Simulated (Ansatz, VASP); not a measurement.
**SnW: VASP beside Ansatz**

```
CELL_PARAMETERS angstrom
3.24524 0.00000 0.00000
0.00000 3.24524 0.00000
0.00000 0.00000 8.26660
ATOMIC_POSITIONS crystal
Sn 0.50000 0.00000 0.68590
Sn 0.00000 0.50000 0.31410
W 0.50000 0.00000 0.08030
W 0.00000 0.50000 0.91970
```

Alike in both runs: functional PBE; k mesh 14 × 14 × 6; occupations gaussian, width 0.1 eV; no spin polarisation.

Ansatz relaxed the structure, and its values are those at the end. VASP's run is a single point on that final structure, the one shown.

```csv
,VASP,Ansatz
version,VASP 6.6.1,Ansatz 0.2.0
potentials or method,"VASP PAW PBE potentials, release 64 (Sn_d, W_sv)","scalar-relativistic, plane waves, PAW"
plane-wave cutoff (eV),520,420
valence electrons in the cell,56,56
```

Ansatz gave:

```
gap on the k mesh at the Fermi level (eV) : none
pressure (GPa)                            : 0.0
rms of the force components (eV/Å)        : 0.001
```

Problem. Estimate VASP's values.

Solution. gap on the k mesh at the Fermi level (eV): none; pressure (GPa): 0.1; rms of the force components (eV/Å): 0.015.

A gap of «none» marks a metal or a gap that the smearing closes.

The runs have no spin-orbit coupling, so splittings on W are missing.
